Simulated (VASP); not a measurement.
Data:

```xyz
2
Lattice="1.2550 -2.1737 0.0000 1.2550 2.1737 0.0000 0.0000 0.0000 4.0700" Properties=species:S:1:pos:R:3 pbc="T T T"
Co     1.2550     0.7246     1.0175
Co     1.2550    -0.7246     3.0525
```
Starting moments (μB, in the order of the record's atoms Co Co): 1.8 1.8.

All values below come from vdW-DF2, VASP's PBE PAW potentials (set 64) (plane waves; VASP 6.6.1). Run with 520 eV cut-off, 15×15×8 Γ-centred mesh, first-order Methfessel-Paxton smearing of 0.10 eV, potentials Co.

Energy and stress use the plane-wave basis of the starting cell.

**Question.** The ions, cell shape and volume are relaxed. Give the cell that the relaxation ends in.

**Answer.** 
```xyz
2
Lattice="1.2739 -2.2065 0.0000 1.2739 2.2065 0.0000 0.0000 0.0000 4.1122" Properties=species:S:1:pos:R:3 pbc="T T T"
Co     1.2739     0.7355     1.0280
Co     1.2739    -0.7355     3.0841
```
Space group P6_3/mmc (194), at a tolerance of 0.03 Å. The cell ends with 3.22 μB, on the sites 1.65 1.65 μB.

**Question.** How do energy and volume change from the first to the last step?

**Answer.** The energy (σ→0) changes by -10.7 meV/atom and the volume by +4.1 %, in 4 ionic steps.

The compound is Co in the hcp structure. This run relaxes it. Symmetry was kept, so distortions that lower it aren't found.
